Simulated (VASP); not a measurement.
An input for Ansatz (written as the equivalent of a VASP run, and not itself run):

Ansatz 0.2 input:
```yaml
crystal:
  lattice:
    - [1.2770400, -2.2118990, 0.0000000]
    - [1.2770400, 2.2118990, 0.0000000]
    - [0.0000000, 0.0000000, 6.7932000]
  atoms:
    - { symbol: B, position: [0.3333330, 0.6666670, 0.2500000] }
    - { symbol: B, position: [0.6666670, 0.3333330, 0.7500000] }
    - { symbol: N, position: [0.6666670, 0.3333330, 0.2500000] }
    - { symbol: N, position: [0.3333330, 0.6666670, 0.7500000] }
kpoints:
  mp_grid: { grid: [9, 9, 3] }
hamiltonian:
  xc: r2scan
  pseudopotentials: { kind: paw }
scf:
  occupations: { method: gaussian, width: 0.05 }
  max_iter: 100
output: { forces: true, stress: true, eigenvalues: true }
```

Question: Translate this input to VASP (INCAR, KPOINTS, POSCAR, choice of POTCAR).

Answer: This is not unique; one that fits is 
### POSCAR
```
BN
1
    1.2770400000    -2.2118990000     0.0000000000
    1.2770400000     2.2118990000     0.0000000000
    0.0000000000     0.0000000000     6.7932000000
B N
2 2
Direct
  0.3333330000   0.6666670000   0.2500000000
  0.6666670000   0.3333330000   0.7500000000
  0.6666670000   0.3333330000   0.2500000000
  0.3333330000   0.6666670000   0.7500000000
```

KPOINTS:
```
Automatic mesh
0
Gamma
9 9 3
0 0 0
```

### INCAR
```
ALGO = Normal
EDIFF = 1E-6
ENCUT = 520
ISIF = 2
ISMEAR = 0
LASPH = .TRUE.
LCHARG = .FALSE.
LMIXTAU = .TRUE.
LREAL = .FALSE.
LWAVE = .FALSE.
METAGGA = R2SCAN
NELM = 100
PREC = Accurate
SIGMA = 0.05
SYSTEM = BN
```

POTCAR, in this order: B N (PBE.64 set). Program: vasp_std.

What does not carry over: each code has its own PAW files, so the cut-off isn't converted (ENCUT is set for VASP's; basis.ecutwfc is left out, and Ansatz then takes the one that its files recommend); Ansatz stops its SCF on the density residual and VASP on the energy change (EDIFF).

The compound is BN in the hex structure. The cell was not relaxed at this level. The run is one of a series of settings (GGA removed, LMIXTAU = .TRUE., METAGGA = R2SCAN against the base run), some of them coarse on purpose.
